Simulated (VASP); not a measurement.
Na2N: single point with PBE

Na2N:

```
Na N
1.0
     0.00000    2.93290    2.93290
     2.93290    0.00000    2.93290
     2.93290    2.93290    0.00000
Na N
2 1
Direct
  0.25000 0.25000 0.25000
  0.75000 0.75000 0.75000
  0.00000 0.00000 0.00000
```

The cell was built by a generator and needn't be a form met in nature.

The cell isn't the ideal one: species swapped into the Al2Au type (Fm-3m, No. 225).

* Program: VASP 6.6.1
* Task: single point
* Functional: PBE
* Potentials or basis: VASP PAW PBE potentials, release 64 (Na_pv, N)
* Cutoff: 520 eV
* k mesh: 14 × 14 × 14
* Occupations: gaussian, width 0.1 eV
* Spin: collinear spin, typed start
* Starting moments: [0.0, 0.0, 1.01] μB

The pressure is 0.0 GPa. The band gap on the k mesh is none (metal or under the smearing width). The net moment is 1.00 μB per cell. The site moments are Na -0.01; N +0.68 μB and the valence electrons inside the program's atomic spheres are Na 6.08; N 3.48.

Levels at points of the mesh, in eV from the Fermi level:
Spin up:
| k point | band 6 | band 7 | band 8 | band 9 | band 10 | band 11 | band 12 | band 13 | band 14 | band 15 |
| --- | --- | --- | --- | --- | --- | --- | --- | --- | --- | --- |
| (0.00, 0.00, 0.00) | -22.96 | -12.47 | -0.91 | -0.91 | -0.91 | 1.19 | 10.10 | 10.10 | 10.10 | 11.71 |
| (0.50, 0.00, 0.00) | -23.03 | -12.21 | -2.41 | -0.98 | -0.98 | 4.91 | 5.04 | 8.56 | 8.56 | 12.44 |
| (0.50, 0.50, 0.00) | -22.93 | -12.13 | -2.19 | -1.23 | -1.23 | 3.44 | 7.32 | 7.83 | 9.53 | 9.53 |
Spin down:
```csv
k point,band 6,band 7,band 8,band 9,band 10,band 11,band 12,band 13
"(0.00, 0.00, 0.00)",-22.97,-11.18,0.31,0.31,0.31,1.20,10.14,10.14
"(0.50, 0.00, 0.00)",-23.04,-10.86,-1.68,0.23,0.23,5.01,5.35,8.52
"(0.50, 0.50, 0.00)",-22.93,-10.76,-1.31,-0.11,-0.11,3.18,7.86,7.86
```

Wall time 2.9 min on 1 thread of Intel(R) Xeon(R) Platinum 8488C (Sapphire Rapids), on a shared host, peak memory 0.28 GiB.
